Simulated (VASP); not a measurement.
All values below come from LDA (Ceperley-Alder, Perdew-Zunger), VASP's LDA PAW potentials (set 64) (plane waves; VASP). Each cell was relaxed at this level, without spin-orbit coupling.

Q: Which of these comes out without a gap?
A. KI, Fm-3m (225)
B. AgI, P6_3mc (186)
C. KZnF3, Pm-3m (221)
D. Ca, Fm-3m (225)

A: D, Ca, Fm-3m (225). The others have gaps of 3.87 eV (KI, Fm-3m (225)), 3.74 eV (KZnF3, Pm-3m (221)), 1.13 eV (AgI, P6_3mc (186)).
